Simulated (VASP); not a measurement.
Level of theory: RPBE GGA, VASP's PBE PAW potentials (set 64) (plane waves; VASP).

VASP ran on this input.

**POSCAR**
```
TiO2
1
   -1.9120426774     1.9120426774     4.9127914555
    1.9120426774    -1.9120426774     4.9127914555
    1.9120426774     1.9120426774    -4.9127914555
Ti O
2 4
Direct
  0.7500000000   0.2500000000   0.5000000000
  1.0000000000   1.0000000000   1.0000000000
  0.5443816564   0.0443816564   0.5000000000
  0.7943816564   0.7943816564   0.0000000000
  0.2056183436   0.2056183436   0.0000000000
  0.9556183436   0.4556183436   0.5000000000
```

### KPOINTS
```
Automatic mesh
0
Gamma
7 7 7
0 0 0
```

### INCAR
```
ENCUT = 520   ! plane-wave cut-off (eV)
LASPH = .TRUE.
EDIFFG = -0.02   ! ionic stop
PREC = Accurate
ALGO = Normal
IBRION = 2   ! conjugate gradients
SIGMA = 0.05   ! width (eV)
GGA = RP   ! RPBE
NSW = 60   ! most ionic steps
LREAL = .FALSE.   ! projection in real space or not
LWAVE = .FALSE.
LCHARG = .FALSE.
LMAXMIX = 4   ! l cut-off of mixed one-centre charges
ISMEAR = 0   ! Gaussian
SYSTEM = TiO2
EDIFF = 1E-6   ! SCF stop (eV)
NELM = 100   ! most electronic steps
ISIF = 3
```

POTCAR, in this order: Ti_sv O (PBE.64 set). Program: vasp_std.

The resulting files:

File OSZICAR:
```
       N       E                     dE             d eps       ncg     rms          rms(c)
DAV:   1     0.687885851397E+03    0.68789E+03   -0.25044E+04  2240   0.197E+03
DAV:   2     0.475763699864E+02   -0.64031E+03   -0.62078E+03  2520   0.572E+02
DAV:   3    -0.638531389387E+02   -0.11143E+03   -0.10973E+03  3364   0.214E+02
DAV:   4    -0.689110490189E+02   -0.50579E+01   -0.50533E+01  3128   0.485E+01
DAV:   5    -0.691408557553E+02   -0.22981E+00   -0.22975E+00  3112   0.803E+00    0.312E+01
DAV:   6    -0.520528808410E+02    0.17088E+02   -0.12561E+02  2952   0.103E+02    0.123E+01
DAV:   7    -0.515652322473E+02    0.48765E+00   -0.19281E+01  2928   0.337E+01    0.745E+00
DAV:   8    -0.516528677119E+02   -0.87635E-01   -0.48918E+00  2896   0.198E+01    0.418E+00
DAV:   9    -0.514718776421E+02    0.18099E+00   -0.16346E+00  2996   0.107E+01    0.102E+00
DAV:  10    -0.514888686042E+02   -0.16991E-01   -0.10321E-01  2600   0.256E+00    0.310E-01
DAV:  11    -0.514873990282E+02    0.14696E-02   -0.10359E-02  2992   0.658E-01    0.833E-02
DAV:  12    -0.514877708578E+02   -0.37183E-03   -0.11287E-03  2616   0.273E-01    0.821E-02
DAV:  13    -0.514877306979E+02    0.40160E-04   -0.38474E-04  3164   0.154E-01    0.128E-02
DAV:  14    -0.514877435451E+02   -0.12847E-04   -0.43184E-05  2648   0.559E-02    0.147E-02
DAV:  15    -0.514877427274E+02    0.81777E-06   -0.10515E-05  2780   0.342E-02    0.271E-03
DAV:  16    -0.514877427980E+02   -0.70673E-07   -0.20346E-06  2028   0.959E-03
   1 F= -.51487743E+02 E0= -.51487743E+02  d E =-.514877E+02
```

### OUTCAR
```
------------------------ aborting loop because EDIFF is reached ----------------------------------------
  FORCE on cell =-STRESS in cart. coord.  units (eV):
  Direction    XX          YY          ZZ          XY          YZ          ZX
  --------------------------------------------------------------------------------------
  Total        0.0777090      0.0777090     -0.0051529      0.0000000     -0.0000000      0.0000000
  in kB        1.7330004      1.7330004     -0.1149146      0.0000000     -0.0000000      0.0000000
  external PRESSURE =       1.1170287 kB  Pullay stress =       0.0000000 kB
  volume of cell :       71.84
      direct lattice vectors                 reciprocal lattice vectors
    -1.912042677  1.912042677  4.912791455     0.000000000  0.261500439  0.101775132
     1.912042677 -1.912042677  4.912791455     0.261500439  0.000000000  0.101775132
     1.912042677  1.912042677 -4.912791455     0.261500439  0.261500439  0.000000000
 POSITION                                       TOTAL-FORCE (eV/Angst)
 -----------------------------------------------------------------------------------
     -0.00000      1.91204      2.45640        -0.000000     -0.000000     -0.000000
      0.00000      0.00000      0.00000        -0.000000     -0.000000     -0.000000
      0.00000      1.91204      0.43608         0.000000     -0.000000      0.004549
      0.00000      0.00000      7.80526        -0.000000      0.000000      0.004549
      0.00000      0.00000      2.02032        -0.000000      0.000000     -0.004549
      0.00000      1.91204      4.47672         0.000000     -0.000000     -0.004549
 -----------------------------------------------------------------------------------
    total drift:                               -0.000000     -0.000000     -0.000000
  FREE ENERGIE OF THE ION-ELECTRON SYSTEM (eV)
  ---------------------------------------------------
  free  energy   TOTEN  =       -51.4877427980 eV

  energy  without entropy=      -51.4877427980  energy(sigma->0) =      -51.48774280

 reached required accuracy - stopping structural energy minimisation
```
(Selected blocks of OUTCAR.)

The compound is TiO2 in the anatase structure, one of several forms; rutile is the usual stable one. It was relaxed first, which changed the volume by +5 %. The start is the result of an earlier pass.
